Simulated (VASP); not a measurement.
Data:

```
Os
1.0
    1.36920    -2.37152     0.00000
    1.36920     2.37152     0.00000
    0.00000     0.00000     4.31900
Os
2
Direct
  0.33333   0.66667   0.25000
  0.66667   0.33333   0.75000
```

Calculation: PBE GGA with D4 dispersion, VASP's PBE PAW potentials (set 64) (plane waves; VASP 6.6.1). Numerical set-up: 520 eV cut-off, Gaussian smearing of 0.050 eV, potentials Os.

Unless said otherwise, spin-orbit coupling is left out, though it shifts the bands of the heavy elements here.

Predict the band gap (along the path) with the smallest direct gap where there is one.

```
Property                                                     Result
-------------------------  ----------------------------------------
band gap (along the path)  none (metal, semimetal or under 0.01 eV)
```

Total energies compare only between runs with the same potentials, cut-off and functional.

The compound is Os in the hcp structure. It was relaxed first.
